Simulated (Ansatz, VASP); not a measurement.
**Cross-check of SrCaH2Br2 between VASP and Ansatz**

Aim: how closely do two programs agree when they are given the same cell, functional and k mesh? The cell is generated by rule, not measured, and may not be a known phase. The cell is taken from a series of runs on this material, whose earlier steps may have relaxed, scaled, displaced or heated it; both programs get it as it stands.

Method: plane waves, with VASP 6.6.1 beside it; zone-centre phonons at PBEsol, in Ansatz 0.2.0.

The structure was built from a prototype and need not be the compound's stable phase.

## Step 1: Starting point

Symmetry: P4mm, No. 99, tetragonal system. Conventional cell: a = 4.027 Å, b = 4.027 Å, c = 7.227 Å, α = 90.00°, β = 90.00°, γ = 90.00°. Sr has 4 H at 2.44 Å and 6 Br at 3.10 to 3.77 Å nearest. Nearest to Ca lie 4 H at 2.36 Å and 6 Br at 3.07 to 3.84 Å and 4 Sr at 3.87 Å. H has 2 Ca at 2.36 Å and 2 Sr at 2.44 Å nearest. Nearest to Br lie 4 Ca at 3.07 Å and 4 H at 3.12 Å and 2 Sr at 3.46 to 3.77 Å. Nearest to Br lie 4 Sr at 3.10 Å and 4 H at 3.29 Å and 2 Ca at 3.39 to 3.84 Å. Farther neighbours and most contacts between anions are not listed.

## Step 2: VASP: zone-centre phonons, PBEsol

Second derivatives magnify differences that forces hide, and they need a tight electronic threshold.

Lines of VASP's logs that name or quote its potential files are left out, and so is its time.

File INCAR:

```
SYSTEM = SrCaH2Br2
PREC = Accurate
ENCUT = 500
EDIFF = 1E-08
NELM = 120
ISMEAR = 0
SIGMA = 0.01
LREAL = .FALSE.
ALGO = Normal
GGA = PS
NBANDS = 24
LORBIT = 11
LWAVE = .FALSE.
LCHARG = .FALSE.
ISIF = 2
IBRION = 8
LASPH = .TRUE.
GGA_COMPAT = .FALSE.
EFERMI = MIDGAP
KPAR = 2
```

File POSCAR:

```
SrCaH2Br2
1.0
    4.0268174854      0.0000000000      0.0000000000
    0.0000000000      4.0268174854      0.0000000000
    0.0000000000      0.0000000000      7.2272374249
Sr Ca H Br
1 1 2 2
Direct
    0.0000000000      0.5000000000      0.1828574892
    0.5000000000      0.0000000000      0.8210601517
    0.0000000000      0.0000000000      0.9914189953
    0.5000000000      0.5000000000      0.9914189953
    0.0000000000      0.5000000000      0.6614129652
    0.5000000000      0.0000000000      0.3518314034
```

File KPOINTS:

```
Automatic mesh
0
Gamma
6 6 4
0 0 0
```

Potentials, in the order of the species: Sr_sv, Ca_sv, H and Br (PBE family, release 64).

The run is started by

```bash
> mpirun -np 2 vasp_std
```

Numbers of over 12 decimals in the logs are rounded to 6 here.

Output:

```text
[banner, memory and clock lines left out]
running    2 mpi-ranks, on    1 nodes
 distrk:  each k-point on    1 cores,    2 groups
 distr:  one band on    1 cores,    1 groups

 POSCAR found type information on POSCAR SrCaH Br
 POSCAR found :  4 types and       6 ions
|                                                                             |
|               ----> ADVICE to this user running VASP <----                  |
|                                                                             |
|     You enforced a specific xc type in the INCAR file but a different       |
|     [... a line on the potential file left out ...]
|     I HOPE YOU KNOW WHAT YOU ARE DOING!                                     |
|                                                                             |

 LDA part: xc-table for (Slater+PW92), standard interpolation
 POSCAR, INCAR and KPOINTS ok, starting setup
 FFT: planning ... GRIDC
 FFT: planning ... GRID_SOFT
 FFT: planning ... GRID
 WAVECAR not read
 entering main loop
       N       E                     dE             d eps       ncg     rms          rms(c)
DAV:   1     0.251051967712E+03    0.25105E+03   -0.16359E+04  1440   0.130E+03
DAV:   2    -0.347540008947E+01   -0.25453E+03   -0.24941E+03  1704   0.319E+02
DAV:   3    -0.228901332933E+02   -0.19415E+02   -0.19358E+02  2360   0.756E+01
DAV:   4    -0.236708395225E+02   -0.78071E+00   -0.77952E+00  2312   0.135E+01
DAV:   5    -0.236883327031E+02   -0.17493E-01   -0.17493E-01  2136   0.138E+00    0.202E+01
DAV:   6    -0.227926621615E+02    0.89567E+00   -0.11119E+00  1720   0.582E+00    0.119E+01
DAV:   7    -0.225445558802E+02    0.24811E+00   -0.20803E+00  1736   0.744E+00    0.146E+00
DAV:   8    -0.225512165154E+02   -0.66606E-02   -0.25537E-01  2080   0.261E+00    0.774E-01
DAV:   9    -0.225484783566E+02    0.27382E-02   -0.14304E-02  1896   0.542E-01    0.390E-01
DAV:  10    -0.225488065372E+02   -0.32818E-03   -0.37722E-03  1904   0.284E-01    0.168E-01
DAV:  11    -0.225488666103E+02   -0.60073E-04   -0.32562E-04  2208   0.110E-01    0.448E-02
DAV:  12    -0.225488696892E+02   -0.30789E-05   -0.11881E-04  1912   0.492E-02    0.280E-02
DAV:  13    -0.225488752084E+02   -0.55191E-05   -0.14655E-05  1912   0.245E-02    0.747E-03
DAV:  14    -0.225488750091E+02    0.19930E-06   -0.27315E-06  1944   0.850E-03    0.177E-03
DAV:  15    -0.225488751323E+02   -0.12327E-06   -0.31940E-07  1912   0.321E-03    0.119E-03
DAV:  16    -0.225488751309E+02    0.14652E-08   -0.33464E-08  1696   0.949E-04
   1 F= -.22548875E+02 E0= -.22548875E+02  d E =0.000000E+00
 Linear response reoptimize wavefunctions to high precision
DAV:   1    -0.225488751137E+02    0.17154E-07   -0.37612E-09  1496   0.357E-04
DAV:   2    -0.225488751138E+02   -0.10823E-09   -0.59251E-10  1280   0.160E-04
DAV:   3    -0.225488751138E+02   -0.30013E-10   -0.22787E-10  1312   0.757E-05
 Linear response DOF=          11
 Linear response progress:
  Degree of freedom:   1/ 11
       N       E                     dE             d eps       ncg     rms          rms(c)
RMM:   1    -0.290141610170E+00   -0.29014E+00    0.58398E-01  4323   0.309E+00
RMM:   2    -0.291370373842E+00   -0.12288E-02   -0.42902E-02  4986   0.642E-01    0.269E-01
RMM:   3    -0.292031404037E+00   -0.66103E-03   -0.43349E-03  5807   0.226E-01    0.203E-01
RMM:   4    -0.292033210927E+00   -0.18069E-05   -0.89414E-04  6053   0.116E-01    0.473E-02
RMM:   5    -0.292229530711E+00   -0.19632E-03   -0.16670E-04  6344   0.417E-02    0.247E-02
RMM:   6    -0.292321300181E+00   -0.91769E-04   -0.48894E-05  6682   0.216E-02    0.551E-03
RMM:   7    -0.292294197007E+00    0.27103E-04   -0.16477E-05  6547   0.115E-02    0.296E-03
RMM:   8    -0.292276177892E+00    0.18019E-04   -0.24563E-06  6689   0.705E-03    0.114E-03
RMM:   9    -0.292268539027E+00    0.76389E-05   -0.16716E-05  6998   0.426E-03    0.932E-04
RMM:  10    -0.292259014305E+00    0.95247E-05   -0.93070E-06  6615   0.302E-03    0.438E-04
RMM:  11    -0.292263890773E+00   -0.48765E-05   -0.12215E-07  6809   0.197E-03    0.256E-04
RMM:  12    -0.292263279835E+00    0.61094E-06   -0.31571E-07  7014   0.140E-03    0.313E-04
RMM:  13    -0.292265519655E+00   -0.22398E-05    0.91305E-07  6704   0.981E-04    0.620E-04
RMM:  14    -0.292263865047E+00    0.16546E-05   -0.86410E-07  6606   0.746E-04    0.455E-04
RMM:  15    -0.292263149017E+00    0.71603E-06    0.11968E-06  6875   0.527E-04    0.427E-04
RMM:  16    -0.292263302006E+00   -0.15299E-06    0.73114E-07  6799   0.394E-04    0.466E-04
RMM:  17    -0.292263295757E+00    0.62485E-08    0.41869E-07  6794   0.293E-04    0.485E-04
 first order change of Fermi-energy  -0.91101E-05
 force on displaced ion       1 direction 1 :  -5.146   0.000  -0.001
 Linear response progress:
  Degree of freedom:   2/ 11
[...]
RMM:   1    -0.167000753585E-01   -0.16700E-01   -0.99282E-03  4235   0.348E-01
RMM:   2    -0.165176499235E-01    0.18243E-03   -0.61789E-04  4615   0.746E-02    0.182E-01
RMM:   3    -0.167819920652E-01   -0.26434E-03   -0.23899E-04  4347   0.500E-02    0.876E-02
RMM:   4    -0.173034146228E-01   -0.52142E-03   -0.19362E-04  4559   0.462E-02    0.182E-02
RMM:   5    -0.173792126980E-01   -0.75798E-04   -0.18667E-05  4770   0.154E-02    0.521E-03
[...]
Linear response progress:
  Degree of freedom:   9/ 11
       N       E                     dE             d eps       ncg     rms          rms(c)
RMM:   1    -0.161445599030E+00   -0.16145E+00    0.77103E-02  2824   0.137E+00
RMM:   2    -0.159792499079E+00    0.16531E-02   -0.51314E-03  2529   0.290E-01    0.665E-02
RMM:   3    -0.160032606372E+00   -0.24011E-03   -0.53012E-04  2754   0.785E-02    0.434E-02
RMM:   4    -0.160307181360E+00   -0.27457E-03   -0.17328E-04  2992   0.420E-02    0.102E-02
RMM:   5    -0.160307676499E+00   -0.49514E-06   -0.35764E-05  3332   0.173E-02    0.791E-03
RMM:   6    -0.160303038462E+00    0.46380E-05   -0.55773E-06  3386   0.783E-03    0.334E-03
RMM:   7    -0.160303440205E+00   -0.40174E-06    0.13186E-05  3345   0.414E-03    0.121E-03
RMM:   8    -0.160302491879E+00    0.94833E-06   -0.83420E-06  3522   0.218E-03    0.390E-04
RMM:   9    -0.160302589828E+00   -0.97949E-07    0.23779E-05  3685   0.119E-03    0.298E-04
RMM:  10    -0.160302327110E+00    0.26272E-06   -0.51778E-06  3647   0.729E-04    0.163E-04
RMM:  11    -0.160302598095E+00   -0.27099E-06    0.86063E-06  3622   0.475E-04    0.416E-05
RMM:  12    -0.160302622224E+00   -0.24129E-07   -0.24268E-06  3764   0.317E-04    0.519E-05
RMM:  13    -0.160302629794E+00   -0.75698E-08    0.31079E-06  3714   0.225E-04    0.167E-05
RMM:  14    -0.160302625966E+00    0.38285E-08   -0.99492E-07  3738   0.172E-04    0.177E-05
RMM:  15    -0.160302628479E+00   -0.25133E-08    0.99160E-07  3735   0.138E-04    0.691E-06
RMM:  16    -0.160302641300E+00   -0.12821E-07   -0.38856E-07  3660   0.117E-04    0.599E-06
RMM:  17    -0.160302646800E+00   -0.55002E-08    0.43350E-07  3583   0.104E-04    0.242E-06
RMM:  18    -0.160302648519E+00   -0.17189E-08   -0.14728E-07  3288   0.959E-05    0.158E-06
RMM:  19    -0.160302650917E+00   -0.23978E-08    0.26857E-07  3299   0.907E-05    0.178E-06
RMM:  20    -0.160302652362E+00   -0.14453E-08   -0.10460E-07  3135   0.873E-05    0.869E-07
RMM:  21    -0.160302652348E+00    0.14211E-10   -0.10896E-07  3074   0.850E-05    0.164E-06
RMM:  22    -0.160302653587E+00   -0.12392E-08   -0.51060E-08  3165   0.839E-05    0.131E-06
 first order change of Fermi-energy   0.41371E+00
 force on displaced ion       5 direction 3 :   0.000   0.000  -3.029
 Linear response progress:
  Degree of freedom:  10/ 11
       N       E                     dE             d eps       ncg     rms          rms(c)
RMM:   1    -0.144278282235E+00   -0.14428E+00    0.61075E-02  5509   0.137E+00
RMM:   2    -0.141728096236E+00    0.25502E-02   -0.65283E-03  4869   0.304E-01    0.181E-01
RMM:   3    -0.142135572343E+00   -0.40748E-03   -0.88497E-04  5350   0.815E-02    0.116E-01
RMM:   4    -0.142791220050E+00   -0.65565E-03   -0.24255E-04  5232   0.509E-02    0.128E-02
RMM:   5    -0.142676869828E+00    0.11435E-03   -0.52641E-05  5944   0.190E-02    0.860E-03
RMM:   6    -0.142660417454E+00    0.16452E-04   -0.10184E-05  6230   0.845E-03    0.395E-03
RMM:   7    -0.142671938662E+00   -0.11521E-04   -0.14068E-05  6441   0.368E-03    0.156E-03
RMM:   8    -0.142674301235E+00   -0.23626E-05   -0.14648E-05  6524   0.200E-03    0.469E-04
RMM:   9    -0.142676787087E+00   -0.24859E-05    0.68511E-06  6747   0.112E-03    0.120E-04
RMM:  10    -0.142676529736E+00    0.25735E-06   -0.46961E-06  6878   0.678E-04    0.817E-05
RMM:  11    -0.142676590064E+00   -0.60328E-07    0.35469E-06  6972   0.447E-04    0.909E-05
RMM:  12    -0.142676645315E+00   -0.55252E-07   -0.27206E-06  6878   0.314E-04    0.127E-04
RMM:  13    -0.142676382463E+00    0.26285E-06    0.13106E-06  6716   0.240E-04    0.908E-05
RMM:  14    -0.142676341965E+00    0.40498E-07   -0.10244E-06  6580   0.190E-04    0.926E-05
RMM:  15    -0.142676345013E+00   -0.30480E-08    0.42158E-07  6566   0.157E-04    0.842E-05
RMM:  16    -0.142676414208E+00   -0.69195E-07   -0.48308E-07  6366   0.140E-04    0.770E-05
RMM:  17    -0.142676481490E+00   -0.67283E-07    0.24860E-07  6278   0.127E-04    0.629E-05
RMM:  18    -0.142676519755E+00   -0.38265E-07   -0.31819E-08  6054   0.118E-04    0.524E-05
RMM:  19    -0.142676575339E+00   -0.55584E-07   -0.67321E-08  6062   0.113E-04    0.374E-05
RMM:  20    -0.142676624835E+00   -0.49496E-07   -0.28701E-07  5963   0.111E-04    0.199E-05
RMM:  21    -0.142676665096E+00   -0.40261E-07   -0.26555E-07  5980   0.108E-04    0.958E-06
RMM:  22    -0.142676692619E+00   -0.27522E-07   -0.10320E-07  5807   0.107E-04    0.307E-06
RMM:  23    -0.142676692994E+00   -0.37546E-09    0.41454E-07  5343   0.105E-04    0.249E-06
RMM:  24    -0.142676697174E+00   -0.41796E-08    0.32924E-08  5137   0.105E-04    0.221E-06
 first order change of Fermi-energy   0.98987E-05
 force on displaced ion       6 direction 1 :  -3.412   0.000   0.001
 Linear response progress:
  Degree of freedom:  11/ 11
       N       E                     dE             d eps       ncg     rms          rms(c)
RMM:   1    -0.162811308386E+00   -0.16281E+00    0.63003E-02  2883   0.138E+00
RMM:   2    -0.160021325077E+00    0.27900E-02   -0.52106E-03  2474   0.296E-01    0.143E-01
RMM:   3    -0.160272008400E+00   -0.25068E-03   -0.54121E-04  2730   0.837E-02    0.754E-02
RMM:   4    -0.160584941229E+00   -0.31293E-03   -0.18805E-04  2988   0.440E-02    0.131E-02
RMM:   5    -0.160567488168E+00    0.17453E-04   -0.35741E-05  3285   0.174E-02    0.925E-03
RMM:   6    -0.160561512052E+00    0.59761E-05   -0.50783E-06  3296   0.866E-03    0.263E-03
RMM:   7    -0.160563960610E+00   -0.24486E-05    0.29932E-06  3499   0.389E-03    0.770E-04
RMM:   8    -0.160566108351E+00   -0.21477E-05    0.36498E-06  3554   0.197E-03    0.398E-04
RMM:   9    -0.160565353066E+00    0.75528E-06    0.18280E-05  3600   0.107E-03    0.241E-04
RMM:  10    -0.160565324890E+00    0.28176E-07   -0.18314E-06  3753   0.622E-04    0.605E-05
RMM:  11    -0.160565184241E+00    0.14065E-06    0.48543E-06  3682   0.392E-04    0.827E-05
RMM:  12    -0.160565165378E+00    0.18863E-07   -0.14568E-06  3767   0.264E-04    0.205E-05
RMM:  13    -0.160565176272E+00   -0.10895E-07    0.18018E-06  3607   0.196E-04    0.305E-05
RMM:  14    -0.160565170055E+00    0.62174E-08   -0.52870E-07  3772   0.151E-04    0.770E-06
RMM:  15    -0.160565188785E+00   -0.18730E-07    0.79313E-07  3668   0.125E-04    0.138E-05
RMM:  16    -0.160565190217E+00   -0.14323E-08    0.16004E-08  3594   0.109E-04    0.407E-06
 first order change of Fermi-energy  -0.25390E+00
 force on displaced ion       6 direction 3 :   0.000   0.000  -2.707
 Linear response finished
```

(Continued in part 2 of 3.)

[Lines on the potential files, build, host, timing and source positions are cut from VASP's logs without a mark.]

[Logs are printed without paths, hosts, clocks, repeated set-up lines and the standing remarks that a program may print on its own settings, such as how far it seeks lower states.]

[Hosts, paths, dates, database ids (printed as entryN), source tags and the programs' standing remarks are cut or masked in the printed files.]
